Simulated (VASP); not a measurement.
Input:

```xyz
2
Lattice="0.0000 3.3124 3.3124 3.3124 0.0000 3.3124 3.3124 3.3124 0.0000" Properties=species:S:1:pos:R:3 pbc="T T T"
Cd     0.0000     0.0000     0.0000
Te     1.6562     1.6562     1.6562
```

These are modified Becke-Johnson potential (mBJ), VASP's PBE PAW potentials (set 64) (plane waves; VASP) values and carry that method's errors. Settings: 520 eV cut-off, 6×6×6 Γ-centred mesh, Gaussian smearing of 0.050 eV, potentials Cd Te.

mBJ is a potential without an energy functional, so only the levels count. Unless said otherwise, spin-orbit coupling is left out, though it shifts the bands of the heavy elements here.

Task: Estimate the band gap (over mesh and band path) with the smallest direct gap where there is one.

Result: 
```
Property                                         Value
---------------------------------------------  -------
band gap (over mesh and band path)             1.64 eV
smallest direct gap (over mesh and band path)  1.64 eV
```

The absolute energy has meaning only against runs of the same code, potentials and settings.

The compound is CdTe in the zinc blende structure. It was relaxed first, which changed the volume by +7 %. The cell's shape comes from a PBE relaxation.
